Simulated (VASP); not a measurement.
Given:

```yaml
crystal:
  lattice:
    - [0.00000, 2.24860, 2.24860]
    - [2.24860, 0.00000, 2.24860]
    - [2.24860, 2.24860, 0.00000]
  atoms:
    - { symbol: Ga, position: [0.00000, 0.00000, 0.00000] }
    - { symbol: N, position: [0.25000, 0.25000, 0.25000] }
```

All values below come from r2SCAN+rVV10, VASP's PBE PAW potentials (set 64) (plane waves; VASP 6.6.1). Run with 520 eV cut-off, 10×10×10 Γ-centred mesh, Gaussian smearing of 0.050 eV, potentials Ga_d N.

Give the energy at these volumes per atom, relative to the lowest: 10.68, 11.02, 11.36, 11.70, 12.05 Å³.

28.7, 6.9, 0.0, 5.8, 22.5 meV/atom. A third-order Birch-Murnaghan fit gives B0 = 198 GPa and B0′ = 4.2.

Measured: a 4.500 Å at 300 K (computed value off by -0.1 %), as given by I. Vurgaftman et al., Journal of Applied Physics (2001), doi:10.1063/1.1368156. The calculation is for a static lattice, while the measured a holds thermal and zero-point effects, which are part of the difference.

The compound is GaN in the zinc blende structure, a metastable form; wurtzite is the usual one. It was relaxed first.
